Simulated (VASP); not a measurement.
Computed with PBEsol GGA, VASP's PBE PAW potentials (set 64) (plane waves; VASP 6.6.1).

VASP ran on this input.

POSCAR:
```
FeSi
1
    4.4045632652     0.0000000000    -0.0000000000
    0.0000000000     4.4045632652     0.0000000000
   -0.0000000000     0.0000000000     4.4045632652
Fe Si
4 4
Direct
  0.8627417099   0.6372582901   0.3627417099
  0.3627417099   0.8627417099   0.6372582901
  0.1372582901   0.1372582901   0.1372582901
  0.6372582901   0.3627417099   0.8627417099
  0.1588931696   0.3411068304   0.6588931696
  0.6588931696   0.1588931696   0.3411068304
  0.8411068304   0.8411068304   0.8411068304
  0.3411068304   0.6588931696   0.1588931696
```

### INCAR
```
# general
SYSTEM  = FeSi
PREC    = Accurate
ENCUT   = 500   # plane-wave cut-off (eV)
LREAL   = .FALSE.   # projection in real space or not
LASPH   = .TRUE.

# electronic loop
EDIFF   = 1E-6   # SCF stop (eV)
NELM    = 100
ALGO    = Normal   # blocked Davidson
LMAXMIX = 4   # l cut-off of mixed one-centre charges

# smearing
ISMEAR  = 0
SIGMA   = 0.05

# functional
GGA     = PS

# ions
IBRION  = 2   # conjugate gradients
NSW     = 40   # most ionic steps
ISIF    = 3   # ions, shape and volume
EDIFFG  = -0.02

# output
LWAVE   = .FALSE.
LCHARG  = .FALSE.
```

**KPOINTS**
```
Automatic mesh
0
Gamma
5 5 5
0 0 0
```

POTCAR, in this order: Fe Si (PBE.64 set). Program: vasp_std.

Output of the run:

File OSZICAR:
```
       N       E                     dE             d eps       ncg     rms          rms(c)
DAV:   1     0.355925725474E+03    0.35593E+03   -0.19892E+04   638   0.183E+03
DAV:   2    -0.316746899659E+02   -0.38760E+03   -0.37668E+03   638   0.421E+02
DAV:   3    -0.704900363201E+02   -0.38815E+02   -0.35384E+02   936   0.146E+02
DAV:   4    -0.722787933413E+02   -0.17888E+01   -0.17531E+01   935   0.362E+01
DAV:   5    -0.723065205272E+02   -0.27727E-01   -0.27661E-01   940   0.445E+00    0.346E+01
DAV:   6    -0.766738644910E+02   -0.43673E+01   -0.24225E+02   952   0.173E+02    0.303E+01
DAV:   7    -0.641594229539E+02    0.12514E+02   -0.92585E+01   957   0.121E+02    0.963E+00
DAV:   8    -0.639215855820E+02    0.23784E+00   -0.37007E+00   776   0.160E+01    0.310E+00
DAV:   9    -0.638357069451E+02    0.85879E-01   -0.48240E-01  1012   0.671E+00    0.123E+00
DAV:  10    -0.638246520558E+02    0.11055E-01   -0.15961E-02   804   0.137E+00    0.443E-01
DAV:  11    -0.638231494463E+02    0.15026E-02   -0.10273E-02  1007   0.121E+00    0.148E-01
DAV:  12    -0.638230767652E+02    0.72681E-04   -0.28809E-04  1004   0.166E-01    0.589E-02
DAV:  13    -0.638230681005E+02    0.86648E-05   -0.69663E-05   988   0.726E-02    0.174E-02
DAV:  14    -0.638230673019E+02    0.79857E-06   -0.26819E-06   564   0.194E-02
   1 F= -.63823067E+02 E0= -.63822758E+02  d E =-.638231E+02
```

### OUTCAR
```
------------------------ aborting loop because EDIFF is reached ----------------------------------------
  FORCE on cell =-STRESS in cart. coord.  units (eV):
  Direction    XX          YY          ZZ          XY          YZ          ZX
  --------------------------------------------------------------------------------------
  Total        0.1438403      0.1438403      0.1438403     -0.0000000      0.0000000      0.0000000
  in kB        2.6970109      2.6970109      2.6970109     -0.0000000      0.0000000      0.0000000
  external PRESSURE =       2.6970109 kB  Pullay stress =       0.0000000 kB
  volume of cell :       85.45
      direct lattice vectors                 reciprocal lattice vectors
     4.404563265  0.000000000  0.000000000     0.227037266  0.000000000  0.000000000
     0.000000000  4.404563265  0.000000000     0.000000000  0.227037266  0.000000000
     0.000000000  0.000000000  4.404563265     0.000000000  0.000000000  0.227037266
 POSITION                                       TOTAL-FORCE (eV/Angst)
 -----------------------------------------------------------------------------------
      3.80000      2.80684      1.59772        -0.002315      0.002315     -0.002315
      1.59772      3.80000      2.80684        -0.002315     -0.002315      0.002315
      0.60456      0.60456      0.60456         0.002315      0.002315      0.002315
      2.80684      1.59772      3.80000         0.002315     -0.002315     -0.002315
      0.69986      1.50243      2.90214         0.001614     -0.001614      0.001614
      2.90214      0.69986      1.50243         0.001614      0.001614     -0.001614
      3.70471      3.70471      3.70471        -0.001614     -0.001614     -0.001614
      1.50243      2.90214      0.69986        -0.001614      0.001614      0.001614
 -----------------------------------------------------------------------------------
    total drift:                               -0.000001     -0.000001     -0.000000
  FREE ENERGIE OF THE ION-ELECTRON SYSTEM (eV)
  ---------------------------------------------------
  free  energy   TOTEN  =       -63.8230673019 eV

  energy  without entropy=      -63.8224485136  energy(sigma->0) =      -63.82275791

 reached required accuracy - stopping structural energy minimisation
```
(Selected blocks of OUTCAR.)

The compound is FeSi in the B20 structure. It was relaxed first, which changed the volume by -6 %. The run is not spin-polarised, so no magnetic state was tried.
